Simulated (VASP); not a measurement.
Input:

```yaml
crystal:
  lattice:
    - [0.00000, 3.04285, 3.04285]
    - [3.04285, 0.00000, 3.04285]
    - [3.04285, 3.04285, 0.00000]
  atoms:
    - { symbol: In, position: [0.00000, 0.00000, 0.00000] }
    - { symbol: Sb, position: [0.50000, 0.50000, 0.50000] }
```

Method: r2SCAN meta-GGA, VASP's PBE PAW potentials (set 64) (plane waves; VASP). Run with 400 eV cut-off, 12×12×12 Γ-centred mesh, tetrahedra with Blöchl corrections, potentials In_d Sb.

Problem. Give the energies of bands 7 to 12 at the high-symmetry points, in eV from the Fermi level.

Solution. 
```json
[
 {"band": "7", "Γ": "-0.09", "X": "-4.70", "U": "-5.35", "L": "-6.73", "W": "-5.12"},
 {"band": "8", "Γ": "-0.09", "X": "-3.27", "U": "-4.19", "L": "0.34", "W": "-3.74"},
 {"band": "9", "Γ": "-0.09", "X": "-2.29", "U": "-1.64", "L": "0.34", "W": "-3.74"},
 {"band": "10", "Γ": "0.12", "X": "-2.29", "U": "-0.31", "L": "2.65", "W": "2.17"},
 {"band": "11", "Γ": "6.57", "X": "3.57", "U": "5.45", "L": "2.65", "W": "3.69"},
 {"band": "12", "Γ": "6.58", "X": "8.99", "U": "6.34", "L": "2.65", "W": "6.73"}
]
```

It has no gap at this level: it comes out as a metal or semimetal.

The structure comes from a computed database's InSb entry (Fm-3m); how it stands against other phases isn't given here. It was relaxed first.
